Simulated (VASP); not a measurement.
# LaBi: accuracy against cost in the PAW data sets and plane-wave cutoff

A convergence test on LaBi: the PAW data sets and plane-wave cutoff. The atoms are off their equilibrium sites, so that forces can be compared too. The series runs use PBEsol. The PAW data sets tried: minimal 64: La Bi; recommended 64: La Bi_d; recommended 54: La Bi_d; gw 64: La_GW Bi_d_GW; soft 64: La_s Bi_d. The plane-wave cutoff tried: ENCUT = 150; ENCUT = 180; ENCUT = 220; ENCUT = 240; ENCUT = 280; ENCUT = 320; ENCUT = 390; ENCUT = 490. The atoms of the start are displaced at random from the sites of a Fm-3m cell.

Program: VASP 6.6.1. Level of theory: PBEsol; plane waves and PAW (La, Bi), in the first sound run; inputs show where later runs differ. Results are calculated unless marked as measured.

The database entry behind the starting cell differs from later determinations by our own check (about 0.2 % short), so it need not match the best structure at ambient conditions.

### Step 1. Starting point

The structure is triclinic, space group P1 (No. 1). The conventional cell has a = 4.642 Å, b = 4.642 Å, c = 4.642 Å, α = 60.00°, β = 60.00°, γ = 60.00°. La has 6 Bi at 3.21 to 3.36 Å nearest. Nearest to Bi lie 6 La at 3.21 to 3.36 Å. Farther neighbours are not listed.

As a file:

```xyz
2
Lattice="0.0000 3.2825 3.2825 3.2825 0.0000 3.2825 3.2825 3.2825 0.0000" Properties=species:S:1:pos:R:3 pbc="T T T"
La   -0.0561   -0.0738    0.0104
Bi    3.2852    3.2855    3.3109
```

### Step 2. PAW data sets: minimal 64: La Bi

Data sets differ in which electrons are valence and how hard the partial waves are. PBEsol restores the gradient expansion of exchange and is tuned for the cells of solids.

Input file INCAR:

```
SYSTEM = LaBi
PREC = Accurate
ENCUT = 400
EDIFF = 1E-06
NELM = 100
ISMEAR = -1
SIGMA = 0.05
LREAL = .FALSE.
ALGO = Normal
GGA = PS
NBANDS = 14
LASPH = .TRUE.
LORBIT = 11
LWAVE = .FALSE.
LCHARG = .FALSE.
KPAR = 2
ISIF = 2
```

Input file POSCAR:

```
LaBi
1.0
    0.0000000000      3.2825000000      3.2825000000
    3.2825000000      0.0000000000      3.2825000000
    3.2825000000      3.2825000000      0.0000000000
La Bi
1 1
Direct
   -0.0011080000      0.0042860000     -0.0213650000
    0.5043790000      0.5042760000      0.4965410000
```

Input file KPOINTS:

```
Automatic mesh
0
Gamma
6 6 6
0 0 0
```

Potentials, in the order of the species: La and Bi (PBE family, release 64).

Started as:

```sh
$ mpirun -np 2 vasp_std
```

The log of the run:

```text
[banner, memory and clock lines left out]
running    2 mpi-ranks, on    1 nodes
 distrk:  each k-point on    1 cores,    2 groups
 distr:  one band on    1 cores,    1 groups

 POSCAR found type information on POSCAR LaBi
 POSCAR found :  2 types and       2 ions
|                                                                             |
|               ----> ADVICE to this user running VASP <----                  |
|                                                                             |
|     You enforced a specific xc type in the INCAR file but a different       |
|     [... a line on the potential file left out ...]
|     I HOPE YOU KNOW WHAT YOU ARE DOING!                                     |
|                                                                             |

 LDA part: xc-table for (Slater+PW92), standard interpolation
 POSCAR, INCAR and KPOINTS ok, starting setup
 FFT: planning ... GRIDC
 FFT: planning ... GRID_SOFT
 FFT: planning ... GRID
 WAVECAR not read
 entering main loop
       N       E                     dE             d eps       ncg     rms          rms(c)
DAV:   1     0.126753564780E+03    0.12675E+03   -0.46624E+03  3136   0.108E+03
DAV:   2     0.740344876490E+00   -0.12601E+03   -0.12016E+03  4004   0.196E+02
DAV:   3    -0.111766805858E+02   -0.11917E+02   -0.11546E+02  4222   0.911E+01
DAV:   4    -0.117892215973E+02   -0.61254E+00   -0.60849E+00  5870   0.163E+01
DAV:   5    -0.118187566792E+02   -0.29535E-01   -0.29513E-01  4632   0.328E+00    0.288E+00
DAV:   6    -0.117351097799E+02    0.83647E-01   -0.90940E-02  4698   0.163E+00    0.170E+00
DAV:   7    -0.117095141799E+02    0.25596E-01   -0.77689E-02  5350   0.185E+00    0.400E-01
DAV:   8    -0.117105670662E+02   -0.10529E-02   -0.12226E-02  5370   0.706E-01    0.171E-01
DAV:   9    -0.117110053391E+02   -0.43827E-03   -0.23571E-03  5764   0.380E-01    0.937E-02
DAV:  10    -0.117111285838E+02   -0.12324E-03   -0.47834E-04  4776   0.135E-01    0.347E-02
DAV:  11    -0.117111828515E+02   -0.54268E-04   -0.36548E-04  6008   0.128E-01    0.223E-02
DAV:  12    -0.117111717307E+02    0.11121E-04   -0.21585E-05  4672   0.322E-02    0.297E-02
DAV:  13    -0.117112032440E+02   -0.31513E-04   -0.15889E-04  4540   0.858E-02    0.691E-03
DAV:  14    -0.117112053264E+02   -0.20824E-05   -0.19740E-05  6012   0.281E-02    0.489E-03
DAV:  15    -0.117112053514E+02   -0.25054E-07   -0.28867E-07  3410   0.332E-03
   1 F= -.11711205E+02 E0= -.11709629E+02  d E =-.315174E-02
```

It took 33 s on 2 MPI ranks of AMD EPYC 9R14 (Zen 4), shared host; peak memory 0.45 GiB; 63 s of CPU time.

Lines that name or quote the potential files are left out of all logs, and their timing lines are given in words.

Parts of OUTCAR (step 2):

```text
ion  position               nearest neighbor table
   1  0.999  0.004  0.979-   2 3.21   2 3.22   2 3.27   2 3.30   2 3.34   2 3.36
   2  0.504  0.504  0.497-   1 3.21   1 3.22   1 3.27   1 3.30   1 3.34   1 3.36

  LATTYP: Found a face centered cubic cell.
 ALAT       =     6.5650000000

 Subroutine GETGRP returns: Found  1 space group operations
 (whereof  1 operations were pure point group operations)

The static configuration has the point symmetry C_1 .

 Found    112 irreducible k-points:

   k-points           NKPTS =    112   k-points in BZ     NKDIM =    112   number of bands    NBANDS=     14

   dimension x,y,z NGX =    30 NGY =   30 NGZ =   30
   dimension x,y,z NGXF=    60 NGYF=   60 NGZF=   60

   ENCUT  =  400.0 eV  29.40 Ry    5.42 a.u.   7.57  7.57  7.57*2*pi/ulx,y,z

   NELECT =      16.0000    total number of electrons

 k-points in reciprocal lattice and weights: Automatic mesh
   0.00000000  0.00000000  0.00000000       0.005
   0.16666667  0.00000000  0.00000000       0.009
   0.00000000  0.16666667  0.00000000       0.009
   0.00000000  0.00000000  0.16666667       0.009
   0.16666667  0.16666667  0.16666667       0.009
   0.33333333  0.00000000  0.00000000       0.009
   0.00000000  0.33333333  0.00000000       0.009
   0.00000000  0.00000000  0.33333333       0.009
   0.33333333  0.33333333  0.33333333       0.009
[...]
-0.33333333  0.16666667  0.50000000       0.009
   0.16666667  0.50000000 -0.33333333       0.009

 average (electrostatic) potential at core
       1 -97.8003       2 -59.1757

 E-fermi :   6.2609

 k-point     1 :       0.0000    0.0000    0.0000
  band No.  band energies     occupation
      1     -26.4040      2.00000
      2     -10.0386      2.00000
      3     -10.0370      2.00000
      4     -10.0352      2.00000
      5      -4.1640      2.00000
      6       6.5119      0.01312
      7       6.5231      0.01050
      8       6.5375      0.00787
      9       7.4702      0.00000
     10       7.5015      0.00000
    ...

 k-point     2 :       0.1667    0.0000    0.0000
  band No.  band energies     occupation
    ...
      4     -10.0355      2.00000
      5      -3.9140      2.00000
      6       5.1294      2.00000
      7       5.7889      1.99984
      8       5.8212      1.99970
      9       7.5051      0.00000
     10       7.7436      0.00000
     11       7.7514      0.00000
     12       8.3284      0.00000
     13       8.3980      0.00000
    ...

 k-point     3 :       0.0000    0.1667    0.0000
  band No.  band energies     occupation
    ...
      4     -10.0357      2.00000
      5      -3.9139      2.00000
      6       5.1288      2.00000
      7       5.7890      1.99984
      8       5.8231      1.99968
      9       7.5041      0.00000
     10       7.7446      0.00000
     11       7.7501      0.00000
     12       8.3283      0.00000
     13       8.3980      0.00000
    ...

  Total        0.0063999      0.0684117     -0.0722481     -0.0551735     -0.0167150     -0.0125652
  in kB        0.1449564      1.5495193     -1.6364131     -1.2496754     -0.3785939     -0.2846002
  external PRESSURE =       0.0193542 kB  Pullay stress =       0.0000000 kB

  energy-cutoff  :      400.00
  volume of cell :       70.74
      direct lattice vectors                 reciprocal lattice vectors
     0.000000000  3.282500000  3.282500000    -0.152322925  0.152322925  0.152322925
     3.282500000  0.000000000  3.282500000     0.152322925 -0.152322925  0.152322925
     3.282500000  3.282500000  0.000000000     0.152322925  0.152322925 -0.152322925

 POSITION                                       TOTAL-FORCE (eV/Angst)
 -----------------------------------------------------------------------------------
      3.22644      6.49123      3.29293         0.203998      0.267209      0.061735
      3.28518      3.28552      3.31091        -0.203998     -0.267209     -0.061735
 -----------------------------------------------------------------------------------
    total drift:                                0.000191      0.000612     -0.000232

  FREE ENERGIE OF THE ION-ELECTRON SYSTEM (eV)
  ---------------------------------------------------
  free  energy   TOTEN  =       -11.7112053514 eV

  energy  without entropy=      -11.7080536067  energy(sigma->0) =      -11.70962948

 total charge
# of ion       s       p       d       f       tot
--------------------------------------------------
    1        2.029   5.628   0.707   0.121   8.486
    2        1.659   2.430   0.031   0.000   4.120
--------------------------------------------------
tot          3.688   8.058   0.739   0.121  12.606

[... 3 further parts left out ...]
```

The k-mesh is coarse for a metal. The PAW data sets were made with PBE, which is usual practice but a small mismatch for other functionals. The data set Bi keeps the semicore shell frozen, which is cheaper and a little less accurate.

This step gave:

```
SCF cycles              : 15
electrons               : 16
bands                   : 14
irreducible k-points    : 112
symmetry operations     : 1
free energy (TOTEN)     : -11.71 eV
energy at zero smearing : -11.71 eV
Fermi energy            : 6.261 eV
pressure                : 0.001935 GPa
metallic                : yes
```

The series starts at -5.8548 eV an atom and 0.00 GPa, after 15 cycles in 33 s.

### Step 3. PAW data sets: recommended 64: La Bi d

This step: PBEsol; plane waves and PAW (La, Bi_d) (VASP 6.6.1).

Edit INCAR of step 2 so:

```diff
@@ -10,3 +10,3 @@
 GGA = PS
-NBANDS = 14
+NBANDS = 19
 LASPH = .TRUE.
```

POSCAR is that of step 2.

KPOINTS is that of step 2.

The projector-augmented-wave data sets are La and Bi_d (PBE family, release 64).

Started as:

```sh
$ mpirun -np 2 vasp_std
```

The log of the run:

```text
[banner, memory and clock lines left out]
running    2 mpi-ranks, on    1 nodes
[...]
[... a notice as in an earlier step ...]

 LDA part: xc-table for (Slater+PW92), standard interpolation
 POSCAR, INCAR and KPOINTS ok, starting setup
[...]
entering main loop
       N       E                     dE             d eps       ncg     rms          rms(c)
DAV:   1     0.255914815591E+03    0.25591E+03   -0.97628E+03  4280   0.158E+03
DAV:   2     0.171261034848E+02   -0.23879E+03   -0.23276E+03  5184   0.346E+02
DAV:   3    -0.100153953136E+02   -0.27141E+02   -0.26461E+02  5447   0.155E+02
DAV:   4    -0.117793665745E+02   -0.17640E+01   -0.16896E+01  8123   0.347E+01
[...]
DAV:  12    -0.117560718358E+02   -0.20208E-04   -0.96772E-05  7800   0.421E-02    0.818E-03
DAV:  13    -0.117560743490E+02   -0.25132E-05   -0.16867E-05  7256   0.175E-02    0.298E-03
DAV:  14    -0.117560743779E+02   -0.28827E-07   -0.31532E-06  7304   0.820E-03
   1 F= -.11756074E+02 E0= -.11754630E+02  d E =-.288888E-02
```

The job ended after 42 s (2 MPI ranks; peak memory 0.47 GiB).

OUTCAR, selected parts (step 3):

```text
  Total       -0.0530834      0.0085036     -0.1305445     -0.0527655     -0.0159032     -0.0119521
  in kB       -1.2023345      0.1926061     -2.9568210     -1.1951338     -0.3602070     -0.2707144
  external PRESSURE =      -1.3221832 kB  Pullay stress =       0.0000000 kB

 POSITION                                       TOTAL-FORCE (eV/Angst)
 -----------------------------------------------------------------------------------
      3.22644      6.49123      3.29293         0.201308      0.264110      0.061325
      3.28518      3.28552      3.31091        -0.201308     -0.264110     -0.061325
 -----------------------------------------------------------------------------------
    total drift:                                0.000104      0.000484     -0.001117

  FREE ENERGIE OF THE ION-ELECTRON SYSTEM (eV)
  ---------------------------------------------------
  free  energy   TOTEN  =       -11.7560743779 eV

  energy  without entropy=      -11.7531854991  energy(sigma->0) =      -11.75462994

[... 1 part as in an earlier step ...]

[... 2 further parts left out ...]
[key lines of the parts left out:]
E-fermi :   6.7930
```

With 26 valence electrons the pressure is -0.13 GPa, -0.13 GPa from the first of the series, after 14 cycles in 42 s.

### Step 4. PAW data sets: recommended 54: La Bi d

INCAR is that of step 3.

POSCAR is that of step 3.

KPOINTS is that of step 3.

PAW data sets: La and Bi_d (PBE family, release 54).

Started as:

```sh
$ mpirun -np 2 vasp_std
```

The log of the run:

```text
[... set-up lines as in an earlier step ...]
 entering main loop
       N       E                     dE             d eps       ncg     rms          rms(c)
[... 14 cycles as in an earlier step ...]
   1 F= -.11756074E+02 E0= -.11754630E+02  d E =-.288888E-02
```

It took 42 s on 2 MPI ranks; peak memory 0.48 GiB; 80 s of CPU time.

OUTCAR, selected parts (step 4):

```text
[... 6 parts as in an earlier step ...]

[... 1 further part left out ...]
[key lines of the parts left out:]
E-fermi :   6.7930
```

With 26 valence electrons the pressure is -0.13 GPa, -0.13 GPa from the first of the series, after 14 cycles in 42 s.

### Step 5. PAW data sets: GW 64: La GW Bi d GW

This step: PBEsol; plane waves and PAW (La_GW, Bi_d_GW) (VASP 6.6.1).

Edit INCAR of step 4 so:

```diff
@@ -2,3 +2,3 @@
 PREC = Accurate
-ENCUT = 400
+ENCUT = 410
 EDIFF = 1E-06
@@ -10,3 +10,3 @@
 GGA = PS
-NBANDS = 19
+NBANDS = 20
 LASPH = .TRUE.
```

POSCAR is that of step 4.

KPOINTS is that of step 4.

PAW data sets: La_GW and Bi_d_GW (PBE family, release 64).

Started as:

```sh
$ mpirun -np 2 vasp_std
```

The log of the run:

```text
[... set-up lines as in an earlier step ...]
 entering main loop
       N       E                     dE             d eps       ncg     rms          rms(c)
DAV:   1     0.283218743753E+03    0.28322E+03   -0.12840E+04  6396   0.314E+03
DAV:   2     0.268380376941E+02   -0.25638E+03   -0.24931E+03  6400   0.611E+02
DAV:   3    -0.962515648989E+01   -0.36463E+02   -0.35294E+02  8076   0.284E+02
DAV:   4    -0.116347637420E+02   -0.20096E+01   -0.19924E+01  8468   0.601E+01
[...]
DAV:  11    -0.115794150770E+02    0.10285E-04   -0.38271E-05  7824   0.125E-01    0.459E-02
DAV:  12    -0.115794135841E+02    0.14928E-05   -0.29359E-06  5752   0.306E-02    0.944E-03
DAV:  13    -0.115794132864E+02    0.29774E-06   -0.71556E-07  5816   0.229E-02
   1 F= -.11579413E+02 E0= -.11578001E+02  d E =-.282477E-02
```

The job ended after 45 s (2 MPI ranks; peak memory 0.55 GiB).

Parts of OUTCAR (step 5):

```text
  Total       -0.2267159     -0.1650238     -0.3042759     -0.0525658     -0.0159283     -0.0119943
  in kB       -5.1350930     -3.7377724     -6.8918204     -1.1906094     -0.3607739     -0.2716697
  external PRESSURE =      -5.2548953 kB  Pullay stress =       0.0000000 kB

 POSITION                                       TOTAL-FORCE (eV/Angst)
 -----------------------------------------------------------------------------------
      3.22644      6.49123      3.29293         0.199619      0.261746      0.060928
      3.28518      3.28552      3.31091        -0.199619     -0.261746     -0.060928
 -----------------------------------------------------------------------------------
    total drift:                                0.001641      0.002027     -0.000323

  FREE ENERGIE OF THE ION-ELECTRON SYSTEM (eV)
  ---------------------------------------------------
  free  energy   TOTEN  =       -11.5794132864 eV

  energy  without entropy=      -11.5765885179  energy(sigma->0) =      -11.57800090

[... 3 further parts left out ...]
[key lines of the parts left out:]
E-fermi :   5.4781
```

With 28 valence electrons the pressure is -0.53 GPa, -0.53 GPa from the first of the series, after 13 cycles in 45 s.

### Step 6. PAW data sets: soft 64: La s Bi d

This step: PBEsol; plane waves and PAW (La_s, Bi_d) (VASP 6.6.1).

Edit INCAR of step 5 so:

```diff
@@ -2,3 +2,3 @@
 PREC = Accurate
-ENCUT = 410
+ENCUT = 400
 EDIFF = 1E-06
@@ -10,3 +10,3 @@
 GGA = PS
-NBANDS = 20
+NBANDS = 18
 LASPH = .TRUE.
```

POSCAR is that of step 5.

KPOINTS is that of step 5.

PAW data sets: La_s and Bi_d (PBE family, release 64).

Started as:

```sh
$ mpirun -np 2 vasp_std
```

The log of the run:

```text
[... set-up lines as in an earlier step ...]
 entering main loop
       N       E                     dE             d eps       ncg     rms          rms(c)
DAV:   1     0.194916458204E+03    0.19492E+03   -0.91963E+03  4104   0.130E+03
DAV:   2     0.750627616534E+01   -0.18741E+03   -0.18245E+03  4090   0.292E+02
DAV:   3    -0.111547163236E+02   -0.18661E+02   -0.18302E+02  4832   0.117E+02
DAV:   4    -0.117315249877E+02   -0.57681E+00   -0.57658E+00  5244   0.227E+01
[...]
DAV:   9    -0.117002973438E+02   -0.25635E-04   -0.37110E-04  6602   0.150E-01    0.171E-02
DAV:  10    -0.117003024666E+02   -0.51227E-05   -0.51848E-05  5834   0.435E-02    0.806E-03
DAV:  11    -0.117003025107E+02   -0.44125E-07   -0.46556E-06  5582   0.192E-02
   1 F= -.11700303E+02 E0= -.11698838E+02  d E =-.292935E-02
```

Run time: 29 s. Hardware: 2 MPI ranks; peak memory 0.49 GiB; 55 s of CPU time.

Parts of OUTCAR (step 6):

```text
  Total        0.0661505      0.1298289     -0.0135796     -0.0544220     -0.0164250     -0.0123177
  in kB        1.4983017      2.9406125     -0.3075769     -1.2326530     -0.3720237     -0.2789956
  external PRESSURE =       1.3771124 kB  Pullay stress =       0.0000000 kB

 POSITION                                       TOTAL-FORCE (eV/Angst)
 -----------------------------------------------------------------------------------
      3.22644      6.49123      3.29293         0.206069      0.270133      0.063019
      3.28518      3.28552      3.31091        -0.206069     -0.270133     -0.063019
 -----------------------------------------------------------------------------------
    total drift:                                0.000333      0.000418     -0.000977

  FREE ENERGIE OF THE ION-ELECTRON SYSTEM (eV)
  ---------------------------------------------------
  free  energy   TOTEN  =       -11.7003025107 eV

  energy  without entropy=      -11.6973731650  energy(sigma->0) =      -11.69883784

[... 1 part as in an earlier step ...]

[... 2 further parts left out ...]
[key lines of the parts left out:]
E-fermi :   3.6339
```

With 24 valence electrons the pressure is 0.14 GPa, +0.14 GPa from the first of the series, after 11 cycles in 29 s.

### Step 7. The PAW data sets series as a table

This step: convergence of PBEsol results with the datasets; plane waves and PAW (VASP 6.6.1).

No new run; the numbers come from the runs before.

Differences are taken from the run with recommended 64: La Bi_d. Results of the series, by row:

```
                        setting     status  pressure (GPa)  largest force difference (meV/Å)  SCF cycles  wall time (s)
      minimal 64: La Bi, 400 eV  converged        0.001935                             3.099          15             33
recommended 64: La Bi_d, 400 eV  converged         -0.1322                                 0          14             42
recommended 54: La Bi_d, 400 eV  converged         -0.1322                                 0          14             42
   gw 64: La_GW Bi_d_GW, 410 eV  converged         -0.5255                             2.364          13             45
     soft 64: La_s Bi_d, 400 eV  converged          0.1377                             6.023          11             29
```

(Continued in part 2 of 3.)

[Lines on the potential files, build, host, timing and source positions are cut from VASP's logs without a mark.]

[Logs are printed without paths, hosts, clocks, repeated set-up lines and the standing remarks that a program may print on its own settings, such as how far it seeks lower states.]

[Hosts, paths, dates, database ids (printed as entryN), source tags and the programs' standing remarks are cut or masked in the printed files.]

[A measured line is paired with the nearest computed mode of its activity, which favours agreement.]

[In band tables of VASP the shares of atoms and orbitals are scaled to a sum of 1 inside the atoms' spheres.]
